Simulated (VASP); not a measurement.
Computed with PBE GGA, VASP's PBE PAW potentials (set 64) (plane waves; VASP).

Input for VASP

### POSCAR
```
CoGa
1
    2.8821118437     0.0000000000     0.0000000000
    0.0000000000     2.8821118437     0.0000000000
    0.0000000000     0.0000000000     2.8821118437
Ga Co
1 1
Direct
  0.5000000000   0.5000000000   0.5000000000
  0.0000000000   0.0000000000   0.0000000000
```

**INCAR**
```
! general
SYSTEM  = CoGa
PREC    = Normal
ENCUT   = 400
LREAL   = .FALSE.
LASPH   = .TRUE.

! electronic loop
EDIFF   = 1E-5
NELM    = 100
NELMIN  = 4
ALGO    = Fast
LMAXMIX = 4

! smearing
ISMEAR  = 1
SIGMA   = 0.1

! functional
GGA     = PE

! ions
IBRION  = 2
NSW     = 20
ISIF    = 2
EDIFFG  = -0.03

! output
LWAVE   = .FALSE.
LCHARG  = .FALSE.
```

KPOINTS:
```
Automatic mesh
0
Gamma
14 14 14
0 0 0
```

POTCAR, in this order: Ga_d Co (PBE.64 set). Program: vasp_std.

Output

OSZICAR:
```
       N       E                     dE             d eps       ncg     rms          rms(c)
DAV:   1     0.870661149880E+02    0.87066E+02   -0.92998E+03  3856   0.222E+03
DAV:   2    -0.719455719900E+01   -0.94261E+02   -0.92310E+02  3698   0.323E+02
DAV:   3    -0.113946808207E+02   -0.42001E+01   -0.41746E+01  4328   0.740E+01
DAV:   4    -0.114567237537E+02   -0.62043E-01   -0.62033E-01  4893   0.829E+00
DAV:   5    -0.114582306751E+02   -0.15069E-02   -0.15069E-02  4469   0.110E+00    0.953E+00
RMM:   6    -0.125472337525E+02   -0.10890E+01   -0.12949E+01  3614   0.398E+01    0.119E+01
RMM:   7    -0.105064648893E+02    0.20408E+01   -0.40565E+00  3674   0.250E+01    0.189E+00
RMM:   8    -0.104771028672E+02    0.29362E-01   -0.15096E-01  3812   0.449E+00    0.513E-01
RMM:   9    -0.104745572010E+02    0.25457E-02   -0.30088E-02  3978   0.168E+00    0.187E-01
RMM:  10    -0.104749905246E+02   -0.43332E-03   -0.49847E-03  4269   0.669E-01    0.988E-02
RMM:  11    -0.104750772154E+02   -0.86691E-04   -0.93982E-04  4439   0.292E-01    0.338E-02
RMM:  12    -0.104750864131E+02   -0.91977E-05   -0.23125E-04  3818   0.138E-01    0.115E-02
RMM:  13    -0.104750927881E+02   -0.63750E-05   -0.71909E-05  3198   0.734E-02
   1 F= -.10475093E+02 E0= -.10475205E+02  d E =-.104751E+02
```

**OUTCAR**
```
------------------------ aborting loop because EDIFF is reached ----------------------------------------
  FORCE on cell =-STRESS in cart. coord.  units (eV):
  Direction    XX          YY          ZZ          XY          YZ          ZX
  --------------------------------------------------------------------------------------
  Total       -0.0984596     -0.0984596     -0.0984596      0.0000000     -0.0000000      0.0000000
  in kB       -6.5892546     -6.5892546     -6.5892546      0.0000000     -0.0000000      0.0000000
  external PRESSURE =      -6.5892546 kB  Pullay stress =       0.0000000 kB
  volume of cell :       23.94
      direct lattice vectors                 reciprocal lattice vectors
     2.882111844  0.000000000  0.000000000     0.346967798  0.000000000  0.000000000
     0.000000000  2.882111844  0.000000000     0.000000000  0.346967798  0.000000000
     0.000000000  0.000000000  2.882111844     0.000000000  0.000000000  0.346967798
 POSITION                                       TOTAL-FORCE (eV/Angst)
 -----------------------------------------------------------------------------------
      1.44106      1.44106      1.44106         0.000000      0.000000      0.000000
      0.00000      0.00000      0.00000         0.000000      0.000000      0.000000
 -----------------------------------------------------------------------------------
    total drift:                                0.000000     -0.000000      0.000000
  FREE ENERGIE OF THE ION-ELECTRON SYSTEM (eV)
  ---------------------------------------------------
  free  energy   TOTEN  =       -10.4750927881 eV

  energy  without entropy=      -10.4754303483  energy(sigma->0) =      -10.47520531

 reached required accuracy - stopping structural energy minimisation
```
(Selected blocks of OUTCAR.)

OUTCAR:
```
 val. band max:        9.7627417157   @ k =   0.4286   0.3571   0.0000

 cond. band min:       9.7868932247   @ k =   0.5000   0.2857   0.0714


 Fermi energy:         9.7800555485

 k-point     1 :       0.0000    0.0000    0.0000
  band No.  band energies     occupation
      1      -5.4387      2.00000
      2      -5.4387      2.00000
      3      -5.0964      2.00000
      4      -5.0964      2.00000
      5      -5.0964      2.00000
      6      -2.3125      2.00000
      7       7.2062      2.00000
      8       7.2062      2.00000
      9       9.0062      2.00000
     10       9.0062      2.00000
     11       9.0062      2.00000
     12      14.9225      0.00000
     13      14.9225      0.00000
     14      14.9225      0.00000
     15      20.7533      0.00000

 k-point     2 :       0.0714    0.0000    0.0000
  band No.  band energies     occupation
      1      -5.4360      2.00000
      2      -5.4252      2.00000
      3      -5.1010      2.00000
      4      -5.1010      2.00000
      5      -5.0950      2.00000
      6      -2.2164      2.00000
      7       7.1892      2.00000
      8       7.2171      2.00000
      9       8.9417      2.00000
     10       8.9417      2.00000
     11       9.0068      2.00000
     12      14.1748      0.00000
     13      15.0929      0.00000
     14      15.0929      0.00000
     15      20.7718      0.00000

 k-point     3 :       0.1429    0.0000    0.0000
  band No.  band energies     occupation
      1      -5.4285      2.00000
      2      -5.3880      2.00000
      3      -5.1145      2.00000
      4      -5.1145      2.00000
      5      -5.0920      2.00000
      6      -1.9278      2.00000
      7       7.0986      2.00000
      8       7.2478      2.00000
      9       8.7725      2.00000
     10       8.7725      2.00000
     11       9.0078      2.00000
     12      12.6992      0.00000
     13      15.5795      0.00000
     14      15.5795      0.00000
     15      20.8258      0.00000
...
```

The compound is CoGa in the CsCl type structure. It was relaxed first. The run is not spin-polarised, so no magnetic state was tried.
